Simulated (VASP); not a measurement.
Calculation: PBEsol GGA, VASP's PBE PAW potentials (set 64) (plane waves; VASP).

VASP input:

### POSCAR
```
Ce
1.0
  1.5094652912  -3.0325660030   0.0000000000
  1.5094652912   3.0325660030   0.0000000000
  0.0000000000   0.0000000000   5.1303805871
Ce
2
direct
  0.9042413515   0.0957586485   0.2500000000
  0.0957586485   0.9042413515   0.7500000000
```

**KPOINTS**
```
Automatic mesh
0
Gamma
12 12 7
0 0 0
```

INCAR:
```
! general
SYSTEM =Ce
PREC   =Accurate
ENCUT  =400
LREAL  =.FALSE.
LASPH  =.TRUE.

! electronic loop
EDIFF  =1E-6
NELM   =100
ALGO   =Normal
LMAXMIX=6

! smearing
ISMEAR =1
SIGMA  =0.1

! functional
GGA    =PS

! ions
IBRION =2
NSW    =60
ISIF   =3
EDIFFG =-0.01

! output
LWAVE  =.FALSE.
LCHARG =.FALSE.
```

POTCAR, in this order: Ce (PBE.64 set). Program: vasp_std.

**Question.** What will the output report for the number of irreducible k-points (NKPTS), number of bands (NBANDS), largest plane-wave count, number of space-group operations, FFT grid (NGX, NGY, NGZ)?

**Answer.** 
```
Quantity                                      Result
--------------------------------------  ------------
number of irreducible k-points (NKPTS)           172
number of bands (NBANDS)                          16
largest plane-wave count                         870
number of space-group operations                   8
FFT grid (NGX, NGY, NGZ)                24 × 24 × 36
```

The structure comes from a measured Ce entry (Cmcm) of the Crystallography Open Database, whose conditions weren't checked. This run relaxes it. Symmetry was kept, so distortions that lower it aren't found. The start is the result of an earlier pass. The run is not spin-polarised, so no magnetic state was tried.
